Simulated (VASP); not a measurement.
An input for Ansatz (written as the equivalent of a VASP run, and not itself run):

Ansatz 0.2 input:
```yaml
crystal:
  lattice:
    - [2.8800000, 0.0000000, 0.0000000]
    - [0.0000000, 2.8800000, 0.0000000]
    - [0.0000000, 0.0000000, 2.8800000]
  atoms:
    - { symbol: Cr, position: [0.0000000, 0.0000000, 0.0000000], spin: 1.5 }
    - { symbol: Cr, position: [0.5000000, 0.5000000, 0.5000000], spin: -1.5 }
kpoints:
  mp_grid: { grid: [11, 11, 11] }
hamiltonian:
  xc: pbe
  dispersion: d4
  pseudopotentials: { kind: paw }
magnetization: { spin_polarized: true }
scf:
  occupations: { method: methfessel_paxton, width: 0.1 }
  max_iter: 100
relax:
  max_steps: 60
  f_tol: 0.01
  cell: {}
output: { forces: true, stress: true, eigenvalues: true }
```

Task: Translate this input to VASP (INCAR, KPOINTS, POSCAR, choice of POTCAR).

Result: This is not unique; one that fits is 
**KPOINTS**
```
Automatic mesh
0
Gamma
11 11 11
0 0 0
```

### INCAR
```
# general
SYSTEM  = Cr
PREC    = Accurate
ENCUT   = 520
LREAL   = .FALSE.   # projection in real space or not
LASPH   = .TRUE.   # aspherical one-centre terms

# electronic loop
EDIFF   = 1E-6
NELM    = 100
ALGO    = Normal   # blocked Davidson
LMAXMIX = 4   # l cut-off of mixed one-centre charges

# smearing
ISMEAR  = 1
SIGMA   = 0.1   # width (eV)

# functional
GGA     = PE
IVDW    = 13

# spin
ISPIN   = 2   # spin-polarised
MAGMOM  = 1.5 -1.5

# ions
IBRION  = 2   # conjugate gradients
NSW     = 60
ISIF    = 3   # ions, shape and volume
EDIFFG  = -0.01   # ionic stop

# output
LWAVE   = .FALSE.
LCHARG  = .FALSE.
LORBIT  = 10
```

File POSCAR:
```
Cr
1
    2.8800000000     0.0000000000     0.0000000000
    0.0000000000     2.8800000000     0.0000000000
    0.0000000000     0.0000000000     2.8800000000
Cr
2
Direct
  0.0000000000   0.0000000000   0.0000000000
  0.5000000000   0.5000000000   0.5000000000
```

POTCAR, in this order: Cr_pv (PBE.64 set). Program: vasp_std.

The two are equivalent in intent, not identical: each code has its own PAW files, so the cut-off isn't converted (ENCUT is set for VASP's; basis.ecutwfc is left out, and Ansatz then takes the one that its files recommend); Ansatz stops its SCF on the density residual and VASP on the energy change (EDIFF).

The compound is Cr in the bcc, AFM order structure. This run relaxes it. Symmetry was kept, so distortions that lower it aren't found.
